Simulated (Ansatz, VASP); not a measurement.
# Two plane-wave programs on CuBiH3

Contents of INCAR:

```
  ALGO = Normal
  EDIFF = 1E-6
  ENCUT = 520
  GGA = PE
  ISIF = 2
  ISMEAR = 0
  LASPH = True
  LCHARG = False
  LREAL = False
  LWAVE = False
  NBANDS = 22
  NELM = 60
  PREC = Accurate
  SIGMA = 0.1
```

KPOINTS

```
k-points
0
Gamma
  6 6 6
```

The input POSCAR:

```
CuBiH3
1.0
    3.8827152558      0.0000000000      0.0000000000
    0.0000000000      3.8827152558      0.0000000000
    0.0000000000      0.0000000000      3.8827152558
Cu Bi H
1 1 3
Direct
    0.0000000000      0.0000000000      0.0000000000
    0.5000000000      0.5000000000      0.5000000000
    0.0000000000      0.5000000000      0.5000000000
    0.5000000000      0.0000000000      0.5000000000
    0.5000000000      0.5000000000      0.0000000000
```

Input for Ansatz:

```yaml
crystal:
  lattice:
    - [3.8827152558, 0.0, 0.0]
    - [0.0, 3.8827152558, 0.0]
    - [0.0, 0.0, 3.8827152558]
  atoms:
    - { symbol: Cu, position: [0.0, 0.0, 0.0] }
    - { symbol: Bi, position: [0.5, 0.5, 0.5] }
    - { symbol: H, position: [0.0, 0.5, 0.5] }
    - { symbol: H, position: [0.5, 0.0, 0.5] }
    - { symbol: H, position: [0.5, 0.5, 0.0] }
basis:
  ecutwfc: 420
kpoints:
  mp_grid: { grid: [6, 6, 6] }
hamiltonian:
  xc: pbe
scf:
  occupations: { method: gaussian, width: 0.1 }
  lower_state_search: "off"
output:
  forces: true
  stress: true
  eigenvalues: true
```

Alike in both runs: task single point; functional PBE; k mesh 6 × 6 × 6; occupations gaussian, width 0.1 eV; no spin polarisation.

|  | VASP | Ansatz |
| --- | --- | --- |
| version | VASP 6.6.1 | Ansatz 0.2.0 |
| potentials or method | VASP PAW PBE potentials, release 64 (Cu, Bi_d, H) | scalar-relativistic, plane waves, PAW |
| plane-wave cutoff (eV) | 520 | 420 |
| valence electrons in the cell | 29 | 37 |

```csv
,VASP,Ansatz,Ansatz less VASP
gap on the k mesh at the Fermi level (eV),none,none,-
pressure (GPa),12.9,12.9,+0.01
```

A gap of «none» marks a metal or a gap that the smearing closes. With one functional, cell and mesh, what is left measures potentials, basis and numerics. The two sets of potentials don't hold the same shells in valence.

Caveats: spin-orbit coupling is left out, which moves the levels of the heavy elements.
